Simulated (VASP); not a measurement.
Input for VASP

POSCAR:
```
Nb3Sn
1
    5.2203980735    -0.0000000000    -0.0000000000
    0.0000000000     5.2203980735    -0.0000000000
    0.0000000000    -0.0000000000     5.2203980735
Nb Sn
6 2
Direct
  0.2500000000   0.0000000000   0.5000000000
  0.5000000000   0.2500000000   0.0000000000
  0.5000000000   0.7500000000   0.0000000000
  0.7500000000   0.0000000000   0.5000000000
  0.0000000000   0.5000000000   0.7500000000
  0.0000000000   0.5000000000   0.2500000000
  0.5000000000   0.5000000000   0.5000000000
  0.0000000000   0.0000000000   0.0000000000
```

**KPOINTS**
```
kpoints
0
gamma
6 6 6
0 0 0
```

**INCAR**
```
ALGO=Normal
EDIFF=1E-6
EDIFFG=-0.02
ENCUT=500
GGA=PE
IBRION=2
ISIF=3
ISMEAR=1
LASPH=.True.
LCHARG=.False.
LMAXMIX=4
LREAL=.False.
LWAVE=.False.
NELM=100
NSW=40
PREC=Accurate
PSTRESS=100
SIGMA=0.1
SYSTEM=Nb3Sn
```

POTCAR, in this order: Nb_sv Sn_d (PBE.64 set). Program: vasp_std.

### Question
Translate this PBE calculation to Ansatz.

### Answer
One equivalent input (not run):
Ansatz 0.2 input:
```yaml
crystal:
  lattice:
    - [5.2203981, 0.0000000, 0.0000000]
    - [0.0000000, 5.2203981, 0.0000000]
    - [0.0000000, 0.0000000, 5.2203981]
  atoms:
    - { symbol: Nb, position: [0.2500000, 0.0000000, 0.5000000] }
    - { symbol: Nb, position: [0.5000000, 0.2500000, 0.0000000] }
    - { symbol: Nb, position: [0.5000000, 0.7500000, 0.0000000] }
    - { symbol: Nb, position: [0.7500000, 0.0000000, 0.5000000] }
    - { symbol: Nb, position: [0.0000000, 0.5000000, 0.7500000] }
    - { symbol: Nb, position: [0.0000000, 0.5000000, 0.2500000] }
    - { symbol: Sn, position: [0.5000000, 0.5000000, 0.5000000] }
    - { symbol: Sn, position: [0.0000000, 0.0000000, 0.0000000] }
kpoints:
  mp_grid: { grid: [6, 6, 6] }
hamiltonian:
  xc: pbe
  pseudopotentials: { kind: paw }
scf:
  occupations: { method: methfessel_paxton, width: 0.1 }
  max_iter: 100
relax:
  max_steps: 40
  f_tol: 0.02
  cell: { p_target: 10 }
output: { forces: true, stress: true, eigenvalues: true }
```
Limits of the translation: each code has its own PAW files, so the cut-off isn't converted (ENCUT is set for VASP's; basis.ecutwfc is left out, and Ansatz then takes the one that its files recommend); Ansatz stops its SCF on the density residual and VASP on the energy change (EDIFF).

The compound is Nb3Sn in the A15 structure. It was relaxed first under an external pressure of 10 GPa.
